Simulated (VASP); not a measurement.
VASP ran on this input.

File POSCAR:
```
BaF2
1
   -0.0000000000     3.0595002515     3.0595002515
    3.0595002515     0.0000000000     3.0595002515
    3.0595002515     3.0595002515     0.0000000000
Ba F
1 2
Direct
  0.0000000000   0.0000000000   0.0000000000
  0.2500000000   0.2500000000   0.2500000000
  0.7500000000   0.7500000000   0.7500000000
```

**KPOINTS**
```
Automatic mesh
0
Gamma
6 6 6
0 0 0
```

INCAR:
```
SYSTEM  =  BaF2
PREC  =  Accurate; ENCUT  =  620; LREAL  =  .FALSE.
LASPH  =  .TRUE.
EDIFF  =  1E-6; NELM  =  100; ALGO  =  Normal
LMAXMIX  =  4
ISMEAR  =  0; SIGMA  =  0.05
GGA  =  PE
IBRION  =  2; NSW  =  40; ISIF  =  3
EDIFFG  =  -0.02; PSTRESS  =  50
LWAVE  =  .FALSE.; LCHARG  =  .FALSE.
```

POTCAR, in this order: Ba_sv F (PBE.64 set). Program: vasp_std.

**Question.** Write an equivalent input for Quantum ESPRESSO's pw.x.

**Answer.** One equivalent input (not run):
```
&CONTROL
  calculation = 'vc-relax'
  pseudo_dir = './pseudo'
  outdir = './out'
  tprnfor = .true.
  tstress = .true.
  nstep = 40
  forc_conv_thr = 0.00078
/
&SYSTEM
  ibrav = 0
  nat = 3
  ntyp = 2
  ecutwfc = 84
  occupations = 'smearing'
  smearing = 'gaussian'
  degauss = 0.003675
  input_dft = 'pbe'
/
&ELECTRONS
  conv_thr = 7.3e-08
  electron_maxstep = 100
/
&IONS
/
&CELL
  press = 50
/
ATOMIC_SPECIES
  Ba 137.327 Ba.upf
  F 18.998 F.upf
CELL_PARAMETERS angstrom
    -0.0000000    3.0595003    3.0595003
     3.0595003    0.0000000    3.0595003
     3.0595003    3.0595003    0.0000000
ATOMIC_POSITIONS crystal
  Ba   0.0000000  0.0000000  0.0000000
  F    0.2500000  0.2500000  0.2500000
  F    0.7500000  0.7500000  0.7500000
K_POINTS automatic
  6 6 6 0 0 0
```
The two are equivalent in intent, not identical: the potentials are each code's own (VASP's PAW set, PseudoDojo norm-conserving files in pw.x), so ENCUT and ecutwfc are chosen apart and not converted; conv_thr bounds pw.x's estimated SCF error, while EDIFF bounds the energy change between steps; forc_conv_thr acts on force components and is met together with etot_conv_thr.

The compound is BaF2 in the fluorite structure. It was relaxed first under an external pressure of 5 GPa.
